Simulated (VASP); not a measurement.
Consider the following.

```
NaCl
1.0
    0.00000     2.72880     2.72880
    2.72880     0.00000     2.72880
    2.72880     2.72880     0.00000
Na Cl
1 1
Cartesian
  0.00000   0.00000   0.00000
  2.72880   2.72880   2.72880
```

All values below come from LDA (Ceperley-Alder, Perdew-Zunger), VASP's LDA PAW potentials (set 64) (plane waves; VASP). Run with 400 eV cut-off, 8×8×8 Γ-centred mesh, Gaussian smearing of 0.050 eV, potentials Na_pv Cl.

Q: What does the run give for the energy per atom (σ→0), band gap (on the k-mesh) with the smallest direct gap where there is one?

A: 
```
Quantity                                     Result
-----------------------------------  --------------
band gap (on the k-mesh)                    5.10 eV
smallest direct gap (on the k-mesh)         5.10 eV
energy per atom (σ→0)                -3.694 eV/atom
```

The compound is NaCl in the rock salt structure. It was relaxed first, which changed the volume by -9 %. The start is the result of an earlier pass.
